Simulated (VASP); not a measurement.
ZrAl3B3N, 8 atoms in the cell. It takes space group R3m (No. 160, trigonal). The conventional cell has a = 6.415 Å, b = 6.415 Å, c = 9.317 Å, α = 90.00°, β = 90.00°, γ = 120.00°. Zr (site symmetry 3m) is surrounded by 1 N at 2.03 Å. Around Al (site symmetry m) lie 1 N at 1.93 Å and 3 B at 2.10 to 2.14 Å. Around B (site symmetry m) lie 2 B at 1.79 Å. N (site symmetry 3m) has 3 Al at 1.93 Å and 1 Zr at 2.03 Å as nearest neighbours. The cell was built by a generator and needn't be a form met in nature.

| Quantity | Value |
| --- | --- |
| Program | VASP 6.6.1 |
| Task | single point |
| Functional | r2SCAN |
| Potentials or basis | VASP PAW PBE potentials, release 64 (Zr_sv, Al, B, N) |
| Cutoff | 520 eV |
| k mesh | 6 × 6 × 6 |
| Occupations | gaussian, width 0.1 eV |
| Spin | no spin polarisation |
| Further INCAR settings | ALGO = Normal; EDIFF = 1e-06 |

Potentials or basis: VASP PAW PBE potentials, release 64 (Zr_sv, Al, B, N).

Run with:

```bash
$ cat potpaw_PBE.64/Zr_sv/POTCAR potpaw_PBE.64/Al/POTCAR potpaw_PBE.64/B/POTCAR potpaw_PBE.64/N/POTCAR > POTCAR
$ mpirun -np 4 vasp_std > vasp.out
```

Hardware: 4 MPI ranks on Intel(R) Xeon(R) Platinum 8375C CPU @ 2.90GHz (Ice Lake), with other jobs on the host.

Task: How long does it take, and how much memory?

Result: It took 2.4 min on 4 MPI ranks on Intel(R) Xeon(R) Platinum 8375C CPU @ 2.90GHz (Ice Lake) (shared host), peak memory 0.28 GiB a rank. Counts: scf iterations 20, k points 32.
